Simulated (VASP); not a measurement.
## ZrC (Fm-3m): a series in uniaxial stress along [001]

How do stress and energy of ZrC follow uniaxial stress along [001]?

Main program and level: VASP 6.6.1; PBEsol; plane waves and PAW (Zr_sv, C); cell typed or built by script, in the first sound run; inputs show where later runs differ.

This is a report of a sequence of runs, with most program output left out.

## (1) The structure

It takes space group Fm-3m (No. 225, cubic). Conventional cell: a = 4.700 Å, b = 4.700 Å, c = 4.700 Å, α = 90.00°, β = 90.00°, γ = 90.00°. Nearest to Zr lie 6 C at 2.35 Å. Nearest to C lie 6 Zr at 2.35 Å. Farther neighbours are not listed.

As a file:

```xyz
2
Lattice="0.0000 2.3500 2.3500 2.3500 0.0000 2.3500 2.3500 2.3500 0.0000" Properties=species:S:1:pos:R:3 pbc="T T T"
Zr    0.0000    0.0000    0.0000
C     2.3500    2.3500    2.3500
```

## (2) Relax the crystal, PBEsol

The series starts from the cell that this level prefers, so that zero strain is near zero stress.

This step took 2 runs in a row; the last is shown.

Level: PBEsol; plane waves and PAW (Zr_sv, C); cell typed or built by script.

The input, INCAR:

```
SYSTEM = ZrC
PREC = Accurate
ENCUT = 600
EDIFF = 1E-07
NELM = 120
ISMEAR = 1
SIGMA = 0.15
LREAL = .FALSE.
ALGO = Normal
GGA = PS
NBANDS = 14
LASPH = .TRUE.
LORBIT = 11
LWAVE = .FALSE.
LCHARG = .FALSE.
KPAR = 8
IBRION = 2
NSW = 40
ISIF = 3
EDIFFG = -0.005
POTIM = 0.4
```

The input, POSCAR:

```
ZrC
1.0
    0.0000000000      2.3355427485      2.3355427485
    2.3355427485      0.0000000000      2.3355427485
    2.3355427485      2.3355427485      0.0000000000
Zr C
1 1
Direct
    0.0000000000      0.0000000000      0.0000000000
    0.5000000000      0.5000000000      0.5000000000
```

The input, KPOINTS:

```
Automatic mesh
0
Gamma
18 18 18
0 0 0
```

The projector-augmented-wave data sets are Zr_sv and C (PBE family, release 64).

Run with:

```sh
mpirun -np 8 vasp_std
```

It took 22 s on 8 MPI ranks of Intel Xeon Platinum 8259CL at 2.50GHz (Skylake/Cascade Lake), shared host; peak memory 1.8 GiB; 2.5 min of CPU time.

Read from the output:

- energy(sigma→0) of the program: -20.5736 eV
- stress, compression positive: xx, yy, zz -0.01, -0.01, -0.01 GPa
- volume: 25.480 Å³
- ionic steps: 1

## (3) Strain across the axis, PBEsol

One member in full: the axis is strained by 2 %, and the two directions across it are strained alike until their mean stress is under 0.012 GPa or five steps are spent.

This step took 4 runs, each at a new trial strain with the atoms of the one before; the last is shown.

Level: PBEsol; plane waves and PAW (Zr_sv, C); cell typed or built by script.

INCAR, as its differences from that of step 2:

```diff
@@ -15,7 +15,7 @@
 LCHARG = .FALSE.
-KPAR = 8
-IBRION = 2
-NSW = 40
-ISIF = 3
-EDIFFG = -0.005
-POTIM = 0.4
+KPAR = 2
+IBRION = 1
+NSW = 25
+ISIF = 2
+EDIFFG = -0.004
+POTIM = 0.3
```

The input, POSCAR:

```
ZrC
1.0
    0.0000000000      2.3275476410      2.3822536030
    2.3275476410      0.0000000000      2.3822536030
    2.3275476410      2.3275476410      0.0000000000
Zr C
1 1
Direct
    0.0000000000      0.0000000000      0.0000000000
    0.5000000000      0.5000000000      0.5000000000
```

KPOINTS is that of step 2.

Run with:

```sh
mpirun -np 2 vasp_std
```

Elapsed: 94 s, on 2 MPI ranks; peak memory 0.66 GiB.

Numbers from this step:

| Item | Value |
| --- | --- |
| energy(sigma→0) of the program | -20.5604 eV |
| stress, compression positive | xx, yy, zz 0.00, 0.00, -8.28 GPa |
| ionic steps | 1 |

## (4) All members

The other members went through these steps as far as the tables show, with the same cutoff and, step by step, the same mesh; 29 runs are not shown. The session took 1.9 core hours (wall time by ranks) on a shared machine.

| strain along the axis (%) | strain across the axis (%) | stress along the axis, tension positive (GPa) | energy above the unstrained row, extrapolated to no smearing (meV/atom) |
| --- | --- | --- | --- |
| -2.000 | 0.366 | -10.069 | 7.902 |
| -1.500 | 0.272 | -7.358 | 4.390 |
| -1.000 | 0.180 | -4.777 | 1.940 |
| -0.500 | 0.088 | -2.326 | 0.494 |
| 0 | 0.000 | 0.011 | 0.000 |
| 0.500 | -0.090 | 2.229 | 0.409 |
| 1.000 | -0.175 | ? | ? |
| 1.500 | -0.260 | 6.360 | 3.749 |
| 2.000 | -0.342 | 8.277 | 6.600 |

## (5) Stress from the known rows

A least-squares parabola through the 8 rows shown, with e the strain in %: stress = − 0.2272 e² + 4.579 e + 0.01321 (GPa), r.m.s. residual 0.012 GPa.

At e = 1 this predicts 4.365 GPa.

## (6) Prediction against calculation

The calculation gives 4.347 GPa, so the prediction is 0.018 GPa too high, within twice the residual of the fit.

Slopes at zero strain, from cubics through all rows: strain ratio -0.178, stress over strain 455 GPa.

## (7) Results

* error of the predicted stress: 0.018 GPa
* Poisson ratio: 0.178
* Young's modulus along the axis: 455 GPa

What this shows: As a check, the curvature of the energy gives 454 GPa for the same modulus (energy per volume = E/2 × strain²), 0 % from the slope of the stress. These are static values: temperature and zero-point motion are left out. In a metal the slopes also depend on mesh and smearing, which were held through the series.

[Lines on the potential files, build, host, timing and source positions are cut from VASP's logs without a mark.]

[Logs are printed without paths, hosts, clocks, repeated set-up lines and the standing remarks that a program may print on its own settings, such as how far it seeks lower states.]

[Hosts, paths, dates, database ids (printed as entryN), source tags and the programs' standing remarks are cut or masked in the printed files.]

[In band tables of VASP the shares of atoms and orbitals are scaled to a sum of 1 inside the atoms' spheres.]
